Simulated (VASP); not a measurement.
Ti3BiO3:

```
CELL_PARAMETERS angstrom
3.10000 0.00000 0.00000
0.00000 3.10000 0.00000
0.00000 0.00000 9.70000
ATOMIC_POSITIONS crystal
Ti 0.00000 0.00000 0.50000
Ti 0.50000 0.50000 0.72000
Ti 0.50000 0.50000 0.28000
Bi 0.00000 0.00000 0.00000
O 0.00000 0.00000 0.70500
O 0.00000 0.00000 0.29500
O 0.50000 0.50000 0.50000
```

The cell was built by a generator and needn't be a form met in nature.

```yaml
Program: VASP 6.6.1
Task: relaxation of cell and atoms
Functional: PBE
Potentials_or_basis: VASP PAW PBE potentials, release 64 (Ti_sv, Bi_d, O)
Cutoff: 520 eV
k_mesh: 5 × 5 × 2
Occupations: gaussian, width 0.15 eV
Spin: no spin polarisation
```

At the start: pressure -1.7 GPa; volume 13.32 Å³/atom.

Where does the relaxation end?

Over 9 steps the energy falls by 54.0 meV/atom; space group P4/mmm (No. 123, to 0.05 Å).

Step by step:
| step | energy change (eV) | largest force (eV/Å) | pressure (GPa) | volume (Å³) |
| --- | --- | --- | --- | --- |
| 1 | 0.0000 | 0.4721 | -1.72 | 93.22 |
| 2 | -0.3349 | 0.3550 | 1.47 | 91.10 |
| 3 | -0.3353 | 0.3465 | 2.09 | 91.18 |
| 4 | -0.3578 | 0.3495 | -1.09 | 93.34 |
| 5 | -0.3586 | 0.3655 | -1.23 | 93.36 |
| 6 | -0.3750 | 0.1724 | -0.49 | 93.30 |
| 7 | -0.3776 | 0.0932 | -0.10 | 93.27 |
| 8 | -0.3781 | 0.0916 | -0.09 | 93.27 |
| 9 | -0.3781 | 0.0687 | 0.01 | 93.26 |

Final structure:
```
Ti Bi O
1.0
     2.99613    0.00000    0.00000
     0.00000    2.99613    0.00000
     0.00000    0.00000   10.38939
Ti Bi O
3 1 3
Direct
  0.00000 0.00000 0.50000
  0.50000 0.50000 0.72394
  0.50000 0.50000 0.27606
  0.00000 0.00000 0.00000
  0.00000 0.00000 0.70102
  0.00000 0.00000 0.29898
  0.50000 0.50000 0.50000
```

Caveat: the k mesh is coarse (spacing up to 0.41 Å⁻¹), so the values aren't converged; an odd number of electrons without spin polarisation forces a metal; a magnetic or distorted state may lie lower.
